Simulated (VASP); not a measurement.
Method: PBE GGA with D3 dispersion (zero damping), VASP's PBE PAW potentials (set 64) (plane waves; VASP).

Input for VASP

**KPOINTS**
```
Automatic mesh
0
Gamma
10 10 10
0 0 0
```

**INCAR**
```
# general
SYSTEM = MgO
PREC   = Accurate
ENCUT  = 520
LREAL  = .FALSE.
LASPH  = .TRUE.

# electronic loop
EDIFF  = 1E-6
NELM   = 100
ALGO   = Normal

# smearing
ISMEAR = 0
SIGMA  = 0.05

# functional
GGA    = PE
IVDW   = 11

# ions
IBRION = 2
NSW    = 60
ISIF   = 3
EDIFFG = -0.01

# output
LWAVE  = .FALSE.
LCHARG = .FALSE.
```

**POSCAR**
```
MgO
1
    0.0000000000     2.1050000000     2.1050000000
    2.1050000000     0.0000000000     2.1050000000
    2.1050000000     2.1050000000     0.0000000000
Mg O
1 1
Direct
  0.0000000000   0.0000000000   0.0000000000
  0.5000000000   0.5000000000   0.5000000000
```

POTCAR, in this order: Mg O (PBE.64 set). Program: vasp_std.

Q: Estimate the energy per atom (σ→0), dispersion energy, volume per atom, band gap (on the k-mesh).

A: 
The energy per atom (σ→0) is -6.161 eV/atom and the dispersion energy is -9.66 kcal/mol. The band gap (on the k-mesh) is 4.76 eV. The volume per atom is 9.31 Å^3/atom.

File OSZICAR:
```
...
DAV:  11    -0.119048198846E+02   -0.17006E-06   -0.67269E-07   984   0.814E-03
   1 F= -.12322557E+02 E0= -.12322557E+02  d E =-.123226E+02
       N       E                     dE             d eps       ncg     rms          rms(c)
DAV:   1    -0.119040447851E+02    0.77493E-03   -0.42105E-03   768   0.667E-01    0.106E-01
DAV:   2    -0.119038517663E+02    0.19302E-03   -0.13807E-03   776   0.274E-01    0.102E-02
DAV:   3    -0.119038492821E+02    0.24842E-05   -0.10206E-05   848   0.396E-02    0.637E-03
DAV:   4    -0.119038486084E+02    0.67372E-06   -0.10074E-06   424   0.111E-02
   2 F= -.12322566E+02 E0= -.12322566E+02  d E =-.960741E-05
```

The compound is MgO in the rock salt structure. This run relaxes it. Symmetry was kept, so distortions that lower it aren't found.
